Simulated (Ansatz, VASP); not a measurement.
# In26Si8O55 in two plane-wave programs

Aim: how closely do two programs agree when they are given the same cell, functional and k mesh? The structure shown is frame 43 of Ansatz's trajectory.

Program: Ansatz 0.2.0. Level of theory: plane waves, with VASP 6.6.1 beside it; single point at PBEsol. Results are calculated unless marked as measured.

### Step 1. Starting point

The cell holds 89 atoms: 26 In, 8 Si and 55 O. Its edges and angles: a = 10.779 Å, b = 10.779 Å, c = 10.779 Å, α = 90.0°, β = 90.0°, γ = 90.0°. As first built, before any earlier steps moved the atoms (in the runner's words): 89 atoms (26 Sc, 8 Si, 55 O) placed at random at 3.2 g/cm^3, melted at 5000 K for 10 ps at fixed volume with the Morse and Coulomb pair potential with partial charges (Pedone, Malavasi, Menziani, Cormack and Segre, J. Phys. Chem. B 110, 11780 (2006)). Quenched from 5000 K to 300 K at 50 K/ps and fixed volume, held 10 ps at zero pressure, then minimised at fixed cell. Then Sc was replaced by In and the cell scaled by 1.031 (the potential has no terms for the new elements, so the cell is a start for a DFT relaxation).

### Step 2. Ansatz: dynamics, PBEsol

Ansatz runs on its default PAW (the set named soft_2) files.

One frame of this run of dynamics is then solved in both programs, so the motion causes no difference.

Contents of input.yaml:

```yaml
crystal:
  lattice:
    - [10.77896, 0.0, 0.0]
    - [0.0, 10.77896, 0.0]
    - [0.0, 0.0, 10.77896]
  atoms:
    - { symbol: In, position: [0.53422, 0.4316, 0.2555] }
    - { symbol: In, position: [0.33028, 0.69431, 0.54693] }
    - { symbol: In, position: [0.42268, 0.68073, 0.92719] }
    - { symbol: In, position: [0.87413, 0.13303, 0.63822] }
    - { symbol: In, position: [0.59191, 0.18413, 0.77094] }
    - { symbol: In, position: [0.13772, 0.66649, 0.06599] }
    - { symbol: In, position: [0.79184, 0.60899, 0.41451] }
    - { symbol: In, position: [0.254, 0.36341, 0.04334] }
    - { symbol: In, position: [0.66413, 0.79273, 0.23733] }
    - { symbol: In, position: [0.3356, 0.90668, 0.724] }
    - { symbol: In, position: [0.09958, 0.60557, 0.37106] }
    - { symbol: In, position: [0.45962, 0.05096, 0.29522] }
    - { symbol: In, position: [0.22083, 0.5179, 0.77111] }
    - { symbol: In, position: [0.06446, 0.38473, 0.5509] }
    - { symbol: In, position: [0.67562, 0.2416, 0.05074] }
    - { symbol: In, position: [0.93523, 0.31929, 0.86117] }
    - { symbol: In, position: [0.66026, 0.89486, 0.90048] }
    - { symbol: In, position: [0.62637, 0.90545, 0.56274] }
    - { symbol: In, position: [0.75868, 0.37909, 0.5466] }
    - { symbol: In, position: [0.74561, 0.57143, 0.03379] }
    - { symbol: In, position: [0.1571, 0.06497, 0.48141] }
    - { symbol: In, position: [0.02963, 0.95437, 0.88118] }
    - { symbol: In, position: [0.97627, 0.37087, 0.18769] }
    - { symbol: In, position: [0.39219, 0.04358, 0.96595] }
    - { symbol: In, position: [0.75231, 0.11871, 0.30968] }
    - { symbol: In, position: [0.26068, 0.21447, 0.7737] }
    - { symbol: Si, position: [0.68148, 0.63729, 0.73961] }
    - { symbol: Si, position: [0.92018, 0.90135, 0.11939] }
    - { symbol: Si, position: [0.01562, 0.848, 0.56371] }
    - { symbol: Si, position: [0.95935, 0.68047, 0.80435] }
    - { symbol: Si, position: [0.3818, 0.7372, 0.24018] }
    - { symbol: Si, position: [0.46009, 0.4148, 0.59183] }
    - { symbol: Si, position: [0.3021, 0.30048, 0.35899] }
    - { symbol: Si, position: [0.13947, 0.08768, 0.16173] }
    - { symbol: O, position: [0.73717, 0.27912, 0.86869] }
    - { symbol: O, position: [0.8377, 0.23044, 0.1705] }
    - { symbol: O, position: [0.80557, 0.94272, 0.21132] }
    - { symbol: O, position: [0.6329, 0.75197, 0.04061] }
    - { symbol: O, position: [0.03791, 0.00596, 0.07511] }
    - { symbol: O, position: [0.67187, 0.44904, 0.38906] }
    - { symbol: O, position: [0.00746, 0.7854, 0.15894] }
    - { symbol: O, position: [0.31858, 0.14787, 0.38669] }
    - { symbol: O, position: [0.61166, 0.03212, 0.41511] }
    - { symbol: O, position: [0.47202, 0.56339, 0.57702] }
    - { symbol: O, position: [0.57932, 0.18302, 0.21388] }
    - { symbol: O, position: [0.96165, 0.79903, 0.70071] }
    - { symbol: O, position: [0.1209, 0.23811, 0.1285] }
    - { symbol: O, position: [0.91074, 0.33192, 0.66323] }
    - { symbol: O, position: [0.85161, 0.89828, 0.97434] }
    - { symbol: O, position: [0.18833, 0.54886, 0.54527] }
    - { symbol: O, position: [0.96965, 0.9904, 0.54403] }
    - { symbol: O, position: [0.35101, 0.35169, 0.2212] }
    - { symbol: O, position: [0.74702, 0.56781, 0.62186] }
    - { symbol: O, position: [0.95854, 0.11963, 0.81477] }
    - { symbol: O, position: [0.40664, 0.36551, 0.45245] }
    - { symbol: O, position: [0.27502, 0.54327, 0.96154] }
    - { symbol: O, position: [0.17203, 0.88463, 0.58156] }
    - { symbol: O, position: [0.69693, 0.77619, 0.43116] }
    - { symbol: O, position: [0.2891, 0.04937, 0.13631] }
    - { symbol: O, position: [0.94432, 0.48311, 0.42268] }
    - { symbol: O, position: [0.99249, 0.74425, 0.46099] }
    - { symbol: O, position: [0.82054, 0.21082, 0.46508] }
    - { symbol: O, position: [0.3634, 0.23549, 0.94494] }
    - { symbol: O, position: [0.90896, 0.44864, 0.01583] }
    - { symbol: O, position: [0.78336, 0.63617, 0.21744] }
    - { symbol: O, position: [0.57231, 0.58763, 0.83059] }
    - { symbol: O, position: [0.58367, 0.33243, 0.63403] }
    - { symbol: O, position: [0.41712, 0.09739, 0.72698] }
    - { symbol: O, position: [0.70388, 0.04704, 0.68604] }
    - { symbol: O, position: [0.66405, 0.78813, 0.72519] }
    - { symbol: O, position: [0.45251, 0.87292, 0.88562] }
    - { symbol: O, position: [0.30237, 0.70208, 0.75035] }
    - { symbol: O, position: [0.43669, 0.85644, 0.5658] }
    - { symbol: O, position: [0.47514, 0.61847, 0.24798] }
    - { symbol: O, position: [0.05258, 0.74689, 0.90949] }
    - { symbol: O, position: [0.03185, 0.56195, 0.75391] }
    - { symbol: O, position: [0.15975, 0.33381, 0.38507] }
    - { symbol: O, position: [0.34817, 0.38514, 0.69714] }
    - { symbol: O, position: [0.81583, 0.64254, 0.84789] }
    - { symbol: O, position: [0.1375, 0.34353, 0.86501] }
    - { symbol: O, position: [0.47317, 0.8612, 0.25234] }
    - { symbol: O, position: [0.27441, 0.71531, 0.35104] }
    - { symbol: O, position: [0.21716, 0.00681, 0.85128] }
    - { symbol: O, position: [0.62343, 0.42792, 0.08442] }
    - { symbol: O, position: [0.59375, 0.07774, 0.95423] }
    - { symbol: O, position: [0.14999, 0.20798, 0.61103] }
    - { symbol: O, position: [0.10941, 0.52214, 0.19232] }
    - { symbol: O, position: [0.31429, 0.74468, 0.10312] }
    - { symbol: O, position: [0.09582, 0.05064, 0.30039] }
kpoints:
  mp_grid: { grid: [1, 1, 1] }
hamiltonian:
  xc: pbesol
scf:
  occupations: { method: gaussian, width: 0.05 }
output:
  forces: true
md:
  timestep: 1.0
  n_steps: 130
  ensemble: nvt_nose_hoover
  temperature: 300
  initial_velocities: maxwell_boltzmann
  seed: 9625
```

Command:

```
> ansatz run input.yaml --threads 4 --pin off --max-ram 8192MiB --backend cpu --events-out ev --progress --plain --runs-dir out
```

Numbers of over 12 decimals in the logs are rounded to 6 here.

Log:

```text
Warning: md: disabling space-group detection — thermal motion breaks the input geometry's symmetry, so no spatial operation reduces the k-mesh or symmetrises the density; time reversal is kept, so that k and −k are solved as one point where they differ and the mesh holds both, and exact exchange and, on two spinor components, a DFT+U term hold to it where the run has them: on two components no moment then forms, and  [...]
Engine: ansatz 0.2.0, aarch64-unknown-linux-gnu
Pseudopotentials: kind: paw
Pseudopotential: In, paw, valence charge 13, recommended cutoff 420 eV (normal), In.paw.azcp
Pseudopotential: Si, paw, valence charge 4, recommended cutoff 420 eV (normal), Si.paw.azcp
Pseudopotential: O, paw, valence charge 6, recommended cutoff 420 eV (normal), O.paw.azcp
Functional definition: PBEsol
  exchange = pbesol_x
  correlation = pbesol_c
Crystal: 89 atoms, lattice volume = 1252.364 Å³
Basis set: ecut = 420 eV, 24405 PW (Γ), exchange–correlation on 150×150×150 points (8 copies of the dense FFT grid, shifted against one another)
Bands: 439, of which v1, the nominal top of the filled ones, is band 350 counted from 1 (349 counted from 0)
Symmetry: 1 space group operations
k-points: 1
Non-local potential: In, projectors of the file, l = 0: 2, l = 1: 2, l = 2: 2, l = 3: 2
Non-local potential: Si, projectors of the file, l = 0: 2, l = 1: 2, l = 2: 2
Non-local potential: O, projectors of the file, l = 0: 2, l = 1: 2, l = 2: 1
PAW form: soft (Blöchl's): semilocal exchange-correlation on the pseudo side does not see the compensation charge
PAW frozen core: In, regenerated for the run's functional, and the local potential with it (the file was generated under x = pbe(κ = 0.804, μ = 0.219515), c = pbe(β = 0.066725))
PAW frozen core: Si, regenerated for the run's functional, and the local potential with it (the file was generated under x = pbe(κ = 0.804, μ = 0.219515), c = pbe(β = 0.066725))
PAW frozen core: O, regenerated for the run's functional, and the local potential with it (the file was generated under x = pbe(κ = 0.804, μ = 0.219515), c = pbe(β = 0.066725))
PAW one-centre angular grid: In, 590 points (default); XC on 64 Gauss nodes
PAW one-centre angular grid: Si, 110 points (default); XC on 64 Gauss nodes
PAW one-centre angular grid: O, 110 points (default); XC on 64 Gauss nodes
Initial density: superposition of atomic densities (neutral atoms: chi_scale 0, normalization atom), corrected by the library's trained network
Initial wavefunctions: pseudopotential atomic-orbital guess
Functional: x = pbesol(κ = 0.804, μ = 0.123457), c = pbesol(β = 0.046)
SCF iter   1: F=—  HF=-179496.370485 eV  |F-HF|=—  |Δ(HF+E_count)|=         —  Δρ=1.45e-2  dr2=2.16e0  ethr=1.77e-3  ⟨swp⟩=6.0  Hψ=1871  notcnv=0  defer=8
preconditioner: auto → Resta (q_TF=auto, 2.476 Å⁻¹)  ε∞=4.2  [insulator: Δε(μ)=0.546 eV  Ē_g=15.528 eV  σ=0.050 eV  W_gap=1.00  n_scr=340 (ndim 8)  ℏωp=27.8 eV  f_vac=0.085  D(μ)=0.00/eV (n_scr^D=0)  ε∞_Penn≈4.2]
SCF iter   2: F=—  HF=-179495.802872 eV  |F-HF|=—  |Δ(HF+E_count)|=   5.68e-1  Δρ=3.12e-3  dr2=8.63e-2  ethr=3.09e-4  ⟨swp⟩=2.0  Hψ=837  notcnv=0  defer=85
SCF iter   3: F=—  HF=-179495.785161 eV  |F-HF|=—  |Δ(HF+E_count)|=   1.77e-2  Δρ=1.15e-3  dr2=1.91e-2  ethr=1.23e-5  ⟨swp⟩=2.0  Hψ=686  notcnv=0  defer=85
SCF iter   4: F=—  HF=-179495.783972 eV  |F-HF|=—  |Δ(HF+E_count)|=   1.19e-3  Δρ=7.27e-4  dr2=6.90e-3  ethr=2.73e-6  ⟨swp⟩=2.0  Hψ=652  notcnv=0  defer=85
SCF iter   5: F=—  HF=-179495.783308 eV  |F-HF|=—  |Δ(HF+E_count)|=   6.65e-4  Δρ=2.29e-4  dr2=8.18e-4  ethr=9.85e-7  ⟨swp⟩=2.0  Hψ=652  notcnv=0  defer=85
SCF iter   6: F=—  HF=-179495.783398 eV  |F-HF|=—  |Δ(HF+E_count)|=   9.07e-5  Δρ=1.32e-4  dr2=2.24e-4  ethr=1.17e-7  ⟨swp⟩=2.0  Hψ=688  notcnv=0  defer=85
SCF iter   7: F=—  HF=-179495.783433 eV  |F-HF|=—  |Δ(HF+E_count)|=   3.49e-5  Δρ=4.42e-5  dr2=2.75e-5  ethr=3.20e-8  ⟨swp⟩=2.0  Hψ=678  notcnv=0  defer=85
SCF iter   8: F=—  HF=-179495.781359 eV  |F-HF|=—  |Δ(HF+E_count)|=   2.07e-3  Δρ=3.30e-5  dr2=1.26e-5  ethr=3.93e-9  ⟨swp⟩=2.0  Hψ=789  notcnv=0  defer=85
SCF iter   9: F=—  HF=-179495.781359 eV  |F-HF|=—  |Δ(HF+E_count)|=   5.87e-7  Δρ=7.45e-6  dr2=7.57e-7  ethr=1.80e-9  ⟨swp⟩=2.0  Hψ=704  notcnv=0  defer=85
SCF iter  10: F=—  HF=-179495.781360 eV  |F-HF|=—  |Δ(HF+E_count)|=   7.76e-7  Δρ=4.49e-6  dr2=2.70e-7  ethr=1.08e-10  ⟨swp⟩=2.0  Hψ=703  notcnv=0  defer=85
[...]
automatic band count: iteration 1 solves 406 bands in place of 439: the levels show a gap, and the empty bands left out lie too high to hold charge; the band table lists the bands solved (type scf.n_extra_bands for more)
md step   126: t =   126.00 fs  T =   255.1 K  F+E_penalty+E_count = -179494.60387612 eV  E_kin = 2.901207 eV  conserved = -179492.36718853 eV  (3 SCF iters)
[...]
md step   127: t =   127.00 fs  T =   255.2 K  F+E_penalty+E_count = -179494.60000617 eV  E_kin = 2.903079 eV  conserved = -179492.36714279 eV  (4 SCF iters)
[...]
md step   128: t =   128.00 fs  T =   255.3 K  F+E_penalty+E_count = -179494.59549196 eV  E_kin = 2.904290 eV  conserved = -179492.36706662 eV  (3 SCF iters)
[...]
md step   129: t =   129.00 fs  T =   255.5 K  F+E_penalty+E_count = -179494.59133116 eV  E_kin = 2.905812 eV  conserved = -179492.36698659 eV  (3 SCF iters)
[...]
md step   130: t =   130.00 fs  T =   255.7 K  F+E_penalty+E_count = -179494.58857368 eV  E_kin = 2.908671 eV  conserved = -179492.36692667 eV  (8 SCF iters)
SCF converged after 8 iterations
Free energy (F): -179494.588574 eV
Harris-Foulkes:  -179494.588574 eV  (|F-HF|=2.42e-8)
Internal energy: -179494.588574 eV  (E = F + TS)
E sigma→0 (E₀):  -179494.588574 eV
Fermi energy:    6.801460 eV
--- Per-component energies (eV) ---
  E_band       = -1645.345474
  E_kinetic    = 16308.324215
  E_local      = -53868.266411  (includes V_loc(G=0)·N_el)
  E_nonlocal   = 12526.234341
  E_hartree    = 20752.536173
  E_xc         = -9931.916066
  E_vxc        = -8040.534548  (∫ρ·V_xc dr)
  E_paw        = -118702.720995  (= ΣΔE_a)
  E_vpaw       = -10076.308394  (= ΣTr[D̂ρ^β])
  E_aug_tail   = 0.134709  (compensation charges beyond the density's cutoff)
  E_ewald      = -46587.241326
  E_core_change = 8.326785  (= ΣΔE_core)
  E_smearing   = -0.000000  (= −TS)
  E_closure    = 0.000000  (closes the sum)
  Σ components = -179494.588574   (vs F -179494.588574, Δ=0.00e0)
--- Forces (eV/Å), atoms counted from 1 ---
  atom   1  In     0.69615034    -0.56023608     0.46718186
  atom   2  In    -1.18328499     1.28726987     0.41547988
  atom   3  In    -0.82920268    -0.64293294     0.05147443
  atom   4  In    -0.39796197     0.39465372     0.03690948
  atom   5  In    -0.93593588     0.62006078    -0.45169969
  atom   6  In     0.02150286    -0.06304156     0.69774221
  atom   7  In    -0.39329740    -0.09628599    -0.30022265
  atom   8  In    -0.12939867     0.15716999     0.19739801
  atom   9  In    -0.07342418    -0.68364026     1.26023738
  atom  10  In     0.09760288     0.59853031    -0.60742213
  atom  11  In     0.24640632     0.10405458     0.78308476
  atom  12  In     0.43697701    -0.14359878    -0.18887753
  atom  13  In     0.71490768     0.00037791    -0.26990853
  atom  14  In     0.96971648     0.01016739     0.09868162
  atom  15  In     0.38680960    -0.15809227     0.72789633
  atom  16  In     0.03720450    -0.02679092     1.03983212
  atom  17  In     0.27638062    -0.68924500    -0.46215919
  atom  18  In     0.12955642     0.75362735     0.39430081
  atom  19  In    -0.07673128     0.82086626    -0.22414019
  atom  20  In     0.21665425    -0.37985594    -0.30807139
  atom  21  In     0.48372054     0.12642191     1.77297846
  atom  22  In    -0.03745806    -0.25703212     0.04236454
  atom  23  In    -0.17560635    -0.86056956    -0.46949602
  atom  24  In    -0.06783631     0.59363969    -0.48120078
[...]
atom  82  O     -0.38449654    -0.23823158    -0.91934628
  atom  83  O      0.29262653     0.04609536     0.07602943
  atom  84  O      0.27658149     0.48783199     0.00514931
  atom  85  O     -0.26685986    -0.10378766     0.55654285
  atom  86  O      0.43085255    -0.10118461    -0.10313220
  atom  87  O     -0.26388081     0.26572277    -0.48907894
  atom  88  O      0.42094269     0.48308000     0.22533565
  atom  89  O     -0.66914459     0.24844010    -1.33917278
  max |Σ_I F_I| component: 2.87e-5 eV/Å
--- MD trajectory: 130 steps, t = 0.0 → 130.0 fs ---
  final state: T = 255.7 K   F+E_penalty+E_count = -179494.58857368 eV   E_kin = 2.908671 eV
  conserved energy: peak-to-peak 2.635e-3 eV (2.961e-5 eV/atom) over 130.0 fs
```

Reading the cycles: dr2 is the Hartree energy of the density residual (eV), the measure of convergence; HF is the Harris–Foulkes estimate of the energy, which meets the free energy F at convergence.

[end of part 1 of 2]

[Lines on the potential files, build, host, timing and source positions are cut from VASP's logs without a mark.]

[Logs are printed without paths, hosts, clocks, repeated set-up lines and the standing remarks that a program may print on its own settings, such as how far it seeks lower states.]

[Hosts, paths, dates, database ids (printed as entryN), source tags and the programs' standing remarks are cut or masked in the printed files.]
